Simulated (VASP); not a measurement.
A VASP calculation is set up with these files.

File KPOINTS:
```
Automatic mesh
0
Gamma
7 7 7
0 0 0
```

### POSCAR
```
Li2Se
1
    0.0000000000     2.9750842969     2.9750842969
    2.9750842969     0.0000000000     2.9750842969
    2.9750842969     2.9750842969     0.0000000000
Li Se
2 1
Direct
  0.2500000000   0.2500000000   0.2500000000
  0.7500000000   0.7500000000   0.7500000000
  0.0000000000   0.0000000000   0.0000000000
```

**INCAR**
```
# general
SYSTEM  = Li2Se
PREC    = Accurate
ENCUT   = 620
LREAL   = F
LASPH   = T

# electronic loop
EDIFF   = 1E-6
NELM    = 100
ALGO    = Normal
LMAXMIX = 4

# smearing
ISMEAR  = 0
SIGMA   = 0.05

# functional
GGA     = PS

# ions
IBRION  = 2
NSW     = 40
ISIF    = 3
EDIFFG  = -0.02
PSTRESS = 50

# output
LWAVE   = F
LCHARG  = F
```

POTCAR, in this order: Li_sv Se (PBE.64 set). Program: vasp_std.

**Question.** Write an equivalent input for Ansatz.

**Answer.** One equivalent input (not run):
Ansatz 0.2 input:
```yaml
crystal:
  lattice:
    - [0.0000000, 2.9750843, 2.9750843]
    - [2.9750843, 0.0000000, 2.9750843]
    - [2.9750843, 2.9750843, 0.0000000]
  atoms:
    - { symbol: Li, position: [0.2500000, 0.2500000, 0.2500000] }
    - { symbol: Li, position: [0.7500000, 0.7500000, 0.7500000] }
    - { symbol: Se, position: [0.0000000, 0.0000000, 0.0000000] }
kpoints:
  mp_grid: { grid: [7, 7, 7] }
hamiltonian:
  xc: pbesol
  pseudopotentials: { kind: paw }
scf:
  occupations: { method: gaussian, width: 0.05 }
  max_iter: 100
relax:
  max_steps: 40
  f_tol: 0.02
  cell: { p_target: 5 }
output: { forces: true, stress: true, eigenvalues: true }
```
What does not carry over: each code has its own PAW files, so the cut-off isn't converted (ENCUT is set for VASP's; basis.ecutwfc is left out, and Ansatz then takes the one that its files recommend); Ansatz stops its SCF on the density residual and VASP on the energy change (EDIFF).

The compound is Li2Se in the antifluorite structure. This run relaxes it under an external pressure of 5 GPa. Symmetry was kept, so distortions that lower it aren't found.
